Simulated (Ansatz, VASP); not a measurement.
## CsSb2 in VASP and in Ansatz

```
Cs Sb
1.0
     5.16294    0.00000    0.00000
    -2.58147    4.47124    0.00000
     0.00000    0.00000    5.94477
Cs Sb
1 2
Direct
  0.00000 0.00000 0.00000
  0.33333 0.66667 0.50000
  0.66667 0.33333 0.50000
```

Alike in both runs: functional PBE; k mesh 12 × 12 × 8; occupations gaussian, width 0.1 eV; no spin polarisation.

Ansatz relaxed the structure, and its values are those at the end. VASP's run is a single point on that final structure, the one shown.

```csv
,VASP,Ansatz
version,VASP 6.6.1,Ansatz 0.2.0
potentials or method,"VASP PAW PBE potentials, release 64 (Cs_sv, Sb)","scalar-relativistic, plane waves, PAW"
plane-wave cutoff (eV),520,420
valence electrons in the cell,19,39
```

|  | VASP | Ansatz | Ansatz less VASP |
| --- | --- | --- | --- |
| gap on the k mesh at the Fermi level (eV) | none | none | - |
| pressure (GPa) | 0.0 | 0.0 | -0.02 |

A gap of «none» marks a metal or a gap that the smearing closes. The two sets of potentials don't hold the same shells in valence.

Spin-orbit coupling is left out, which matters for the levels of Cs, Sb.
